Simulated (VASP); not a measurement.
An input for Ansatz (written as the equivalent of a VASP run, and not itself run):

Ansatz 0.2 input:
```yaml
crystal:
  lattice:
    - [0.0000000, 3.2553091, 3.2553091]
    - [3.2553091, 0.0000000, 3.2553091]
    - [13.0257363, 13.0257363, -0.0045000]
  atoms:
    - { symbol: Hg, position: [0.0000397, 0.0000397, 0.9999702] }
    - { symbol: Te, position: [0.2497740, 0.2497740, 0.0626695] }
    - { symbol: Te, position: [0.2500812, 0.2500812, 0.3124391] }
    - { symbol: Te, position: [0.2500450, 0.2500450, 0.5624662] }
    - { symbol: Te, position: [0.2502399, 0.2502399, 0.8123201] }
    - { symbol: Cd, position: [0.9999480, 0.9999480, 0.2500390] }
    - { symbol: Cd, position: [0.9999685, 0.9999685, 0.5000236] }
    - { symbol: Cd, position: [0.9999037, 0.9999037, 0.7500722] }
kpoints:
  mp_grid: { grid: [5, 5, 2] }
hamiltonian:
  xc: pbesol
  pseudopotentials: { kind: paw }
scf:
  occupations: { method: gaussian, width: 0.05 }
  max_iter: 100
relax:
  max_steps: 60
  f_tol: 0.02
  cell: {}
output: { forces: true, stress: true, eigenvalues: true }
```

**Question.** Translate this input to VASP (INCAR, KPOINTS, POSCAR, choice of POTCAR).

**Answer.** Several could match; the one computed here: 
POSCAR:
```
Cd3HgTe4
1
   -0.0000000000     3.2553090624     3.2553090624
    3.2553090624    -0.0000000000     3.2553090624
   13.0257362914    13.0257362914    -0.0045000417
Hg Te Cd
1 4 3
Direct
  0.0000397385   0.0000397385   0.9999701961
  0.2497740328   0.2497740328   0.0626694754
  0.2500811909   0.2500811909   0.3124391069
  0.2500450006   0.2500450006   0.5624662496
  0.2502398533   0.2502398533   0.8123201100
  0.9999480115   0.9999480115   0.2500389914
  0.9999684773   0.9999684773   0.5000236420
  0.9999036951   0.9999036951   0.7500722286
```

File KPOINTS:
```
Automatic mesh
0
Gamma
5 5 2
0 0 0
```

### INCAR
```
# general
SYSTEM =Cd3HgTe4
PREC   =Accurate
ENCUT  =400
LREAL  =.False.
LASPH  =.True.

# electronic loop
EDIFF  =1E-6
NELM   =100
ALGO   =Normal
LMAXMIX=6

# smearing
ISMEAR =0
SIGMA  =0.05

# functional
GGA    =PS

# ions
IBRION =2
NSW    =60
ISIF   =3
EDIFFG =-0.02

# output
LWAVE  =.False.
LCHARG =.False.
```

POTCAR, in this order: Hg Te Cd (PBE.64 set). Program: vasp_std.

What does not carry over: each code has its own PAW files, so the cut-off isn't converted (ENCUT is set for VASP's; basis.ecutwfc is left out, and Ansatz then takes the one that its files recommend); Ansatz stops its SCF on the density residual and VASP on the energy change (EDIFF).

The structure was generated: Cd3HgTe4 was put into an ordered model structure (R3m), which need not be its known phase. This run relaxes it. Symmetry was kept, so distortions that lower it aren't found. The start is the result of an earlier pass.
